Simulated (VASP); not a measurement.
NbAl2N3:

```
Al Nb N
1.0
     2.91651    0.02466   -0.00375
    -2.87380    4.99305    0.12201
    -0.00980    0.17848    7.62816
Al Nb N
4 2 6
Direct
  0.35657 0.34155 0.65732
  0.27877 0.80445 0.61397
  0.75406 0.22285 0.33091
  0.64601 0.69767 0.32328
  0.93243 0.95510 0.96097
  0.98004 0.49476 0.00812
  0.60208 0.17681 0.81876
  0.60150 0.64532 0.79247
  0.35467 0.33827 0.19833
  0.35814 0.83200 0.20655
  0.05596 0.02200 0.55437
  0.89473 0.48518 0.52703
```

The cell was built by a generator and needn't be a form met in nature.

- Program: VASP 6.6.1
- Task: relaxation of cell and atoms
- Functional: PBE
- Potentials or basis: VASP PAW PBE potentials, release 64 (Al, Nb_sv, N)
- Cutoff: 520 eV
- k mesh: 9 × 9 × 3
- Occupations: gaussian, width 0.15 eV
- Spin: no spin polarisation

At the start: pressure 24.1 GPa; volume 9.30 Å³/atom.

Q: Where does the relaxation end?

A: Over 20 steps the energy falls by 489.2 meV/atom and the volume is 9.24 Å³/atom (-0.6 %); space group P2_1/m (No. 11, to 0.05 Å).

The path:
| step | energy change (eV) | largest force (eV/Å) | pressure (GPa) | volume (Å³) |
| --- | --- | --- | --- | --- |
| 1 | 0.0000 | 8.5195 | 24.10 | 111.56 |
| 2 | -1.9968 | 2.4767 | -30.49 | 135.60 |
| 3 | -3.7706 | 2.6690 | -15.03 | 123.14 |
| 4 | -5.1132 | 1.4249 | 3.95 | 111.90 |
| 5 | -5.1132 | 1.4197 | 4.12 | 111.83 |
| 6 | -5.5123 | 1.0670 | -0.24 | 112.35 |
| 7 | -5.5419 | 1.4464 | -1.25 | 112.54 |
| 8 | -5.7494 | 1.1113 | -0.92 | 111.66 |
| 9 | -5.7499 | 1.0756 | -1.00 | 111.71 |
| 10 | -5.8317 | 0.4007 | 1.23 | 110.58 |
| 11 | -5.8318 | 0.4132 | 1.32 | 110.54 |
| 12 | -5.8545 | 0.2055 | -1.11 | 111.44 |
| 13 | -5.8545 | 0.2069 | -1.13 | 111.43 |
| 14 | -5.8652 | 0.1296 | 0.40 | 110.78 |
| 15 | -5.8655 | 0.1362 | 0.67 | 110.66 |
| 16 | -5.8695 | 0.0776 | -0.20 | 111.00 |
| 17 | -5.8695 | 0.0758 | -0.17 | 110.98 |
| 18 | -5.8704 | 0.0441 | 0.06 | 110.89 |
| 19 | -5.8704 | 0.0443 | 0.06 | 110.89 |
| 20 | -5.8706 | 0.0220 | -0.01 | 110.92 |

Final structure:
```
Al Nb N
1.0
     2.90018    0.00063   -0.00015
    -2.90061    5.04635    0.00614
    -0.00003    0.01324    7.57780
Al Nb N
4 2 6
Cartesian
  -0.0498 1.6901 4.9717
  -1.5001 4.2256 4.9564
  1.4028 0.8598 2.5971
  -0.0488 3.3722 2.6211
  -0.0489 4.9929 7.5712
  1.4009 2.6048 0.0066
  1.4009 0.8627 6.1247
  -0.0492 3.3728 6.0629
  -0.0475 1.6880 1.4462
  -1.4975 4.2246 1.5144
  2.8511 0.0218 3.7924
  1.4006 2.5276 3.7778
```
